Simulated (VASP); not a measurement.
OSZICAR of a VASP run on LiF (rock salt):

**OSZICAR**
```
       N       E                     dE             d eps       ncg     rms          rms(c)
DAV:   1     0.336963029036E+02    0.33696E+02   -0.56660E+03  1360   0.113E+03
DAV:   2    -0.915363208214E+01   -0.42850E+02   -0.42444E+02  1419   0.209E+02
DAV:   3    -0.101414617166E+02   -0.98783E+00   -0.98591E+00  1640   0.310E+01
DAV:   4    -0.101518213877E+02   -0.10360E-01   -0.10354E-01  1692   0.328E+00
DAV:   5    -0.101519085933E+02   -0.87206E-04   -0.87205E-04  1715   0.190E-01    0.454E+00
DAV:   6    -0.962929700000E+01    0.52261E+00   -0.28515E+00  1313   0.131E+01    0.142E+00
DAV:   7    -0.963343865891E+01   -0.41417E-02   -0.18451E-02  1684   0.154E+00    0.859E-01
DAV:   8    -0.964038277684E+01   -0.69441E-02   -0.16763E-02  1767   0.169E+00    0.101E-01
DAV:   9    -0.964047818453E+01   -0.95408E-04   -0.86386E-04  1416   0.320E-01    0.424E-02
DAV:  10    -0.964054501706E+01   -0.66833E-04   -0.15797E-04  1463   0.118E-01    0.661E-03
DAV:  11    -0.964054783099E+01   -0.28139E-05   -0.23462E-06  1768   0.203E-02    0.197E-03
DAV:  12    -0.964054785120E+01   -0.20206E-07   -0.58627E-07  1437   0.896E-03
   1 F= -.96405479E+01 E0= -.96405479E+01  d E =0.000000E+00
```

**Question.** Which electronic solver shows in the log?

**Answer.** It is blocked Davidson (ALGO = Normal, or the opening steps of other solvers). The INCAR had ALGO = Normal.

**Question.** Can the final energy be trusted as converged?

**Answer.** Self-consistency was reached. It stopped with EDIFF = 1E-7, NELM = 100 (PBE GGA, plane waves, VASP's PBE PAW potentials (set 64)).

The compound is LiF in the rock salt structure. It was relaxed first.
